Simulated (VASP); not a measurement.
```
CELL_PARAMETERS angstrom
     10.93707     0.00000     0.00000
      0.00000    10.93707     0.00000
      0.00000     0.00000    10.93707
ATOMIC_POSITIONS crystal
  Si 0.49915 0.00238 0.00239
  Si 0.62074 0.13209 0.13210
  Si 0.74713 0.25307 0.00479
  Si 0.86817 0.37940 0.13207
  Si 0.74704 0.00478 0.25312
  Si 0.86804 0.13220 0.37934
  Si 0.99881 0.00125 0.00126
  Si 0.12139 0.12673 0.12678
  Si 0.24679 0.24984 0.00043
  Si 0.37173 0.37556 0.12355
  Si 0.49870 0.50140 0.00121
  Si 0.62456 0.62834 0.12355
  Si 0.75023 0.75330 0.00044
  Si 0.87332 0.87871 0.12679
  Si 0.24673 0.00035 0.24985
  Si 0.37172 0.12351 0.37550
  Si 0.49125 0.25882 0.25878
  Si 0.74137 0.50881 0.25875
  Si 0.87664 0.62837 0.37548
  Si 0.49868 0.00114 0.50143
  Si 0.62456 0.12349 0.62841
  Si 0.74124 0.25885 0.50891
  Si 0.87660 0.37552 0.62842
  Si 0.75028 0.00039 0.75335
  Si 0.87338 0.12677 0.87868
  Si 0.99783 0.50099 0.00232
  Si 0.12360 0.62710 0.12371
  Si 0.25017 0.74997 0.99836
  Si 0.37304 0.87653 0.12374
  Si 0.99549 0.25312 0.25313
  Si 0.12459 0.37513 0.37524
  Si 0.24662 0.50155 0.24869
  Si 0.38170 0.61848 0.36801
  Si 0.49862 0.75354 0.24868
  Si 0.62500 0.87569 0.37516
  Si 0.99773 0.00242 0.50094
  Si 0.12353 0.12372 0.62712
  Si 0.24666 0.24858 0.50163
  Si 0.38175 0.36802 0.61839
  Si 0.63209 0.61840 0.61834
  Si 0.75155 0.75351 0.50158
  Si 0.87639 0.87657 0.62710
  Si 0.25007 0.99832 0.75002
  Si 0.37300 0.12371 0.87654
  Si 0.49855 0.24866 0.75352
  Si 0.62503 0.37510 0.87573
  Si 0.75148 0.50163 0.75355
  Si 0.87642 0.62714 0.87657
  Si 0.99975 0.75336 0.24984
  Si 0.12552 0.87460 0.37607
  Si 0.99897 0.50138 0.50138
  Si 0.12793 0.62361 0.62360
  Si 0.25517 0.74499 0.49767
  Si 0.37648 0.87220 0.62367
  Si 0.99972 0.24986 0.75336
  Si 0.12557 0.37606 0.87456
  Si 0.25523 0.49765 0.74484
  Si 0.37651 0.62362 0.87217
  Si 0.50245 0.74491 0.74485
  Si 0.62401 0.87457 0.87457
  Si 0.00180 0.75000 0.75000
  Si 0.12485 0.87526 0.87533
  Sn 0.56020 0.43992 0.44001
```
Cell charge +1.

The numbers are results of HSE06 screened hybrid, VASP's PBE PAW potentials (set 64) (plane waves; VASP 6.6.1), not measurements. Run with PREC = Normal, LREAL = Auto, ISYM = 0, NELECT = 251.0, EDIFF = 1E-5, 400 eV cut-off, 1×1×1 Γ-centred mesh, Gaussian smearing of 0.050 eV, potentials Si Sn. Starting moments (MAGMOM): 63*0.0476. The cell's moment is fixed (NUPDOWN = 3).

The cell is charged, with a uniform compensating background. The supercell is sampled at Γ alone, which is coarse: total energies, pressure and levels can be off, energies of defects by several tenths of an eV.

Estimate the cell moment, energy per atom (σ→0), largest force.

```json
{
 "cell_moment": "3.00 μB",
 "energy per atom (σ→0)": "-6204 meV/atom",
 "largest_force": "0.091 eV/Å"
}
```

Give the moment on each site (PAW-sphere projection).

```csv
site,moment (μB)
Si1,0.02
Si2,0.00
Si3,0.01
Si4,0.00
Si5,0.01
Si6,0.00
Si7,0.01
Si8,0.01
Si9,0.02
Si10,0.02
Si11,0.01
Si12,0.02
Si13,0.02
Si14,0.01
Si15,0.02
Si16,0.02
Si17,0.10
Si18,0.10
Si19,0.02
Si20,0.01
Si21,0.02
Si22,0.10
Si23,0.02
Si24,0.02
Si25,0.01
Si26,0.02
Si27,0.02
Si28,0.01
Si29,0.02
Si30,0.01
Si31,0.01
Si32,0.02
Si33,0.10
Si34,0.02
Si35,0.01
Si36,0.02
Si37,0.02
Si38,0.02
Si39,0.09
Si40,0.09
Si41,0.02
Si42,0.02
Si43,0.01
Si44,0.02
Si45,0.02
Si46,0.01
Si47,0.02
Si48,0.02
Si49,0.02
Si50,0.02
Si51,0.01
Si52,0.01
Si53,0.00
Si54,0.01
Si55,0.02
Si56,0.02
Si57,0.00
Si58,0.01
Si59,0.00
Si60,0.02
Si61,0.01
Si62,0.01
Sn63,-0.03
```

Only differences to runs with the same potentials and settings are physical.

The cell is a supercell with a defect, built from Si (diamond): Sn_Si-vac_Si, charge +1. The cell's shape comes from a PBE relaxation.
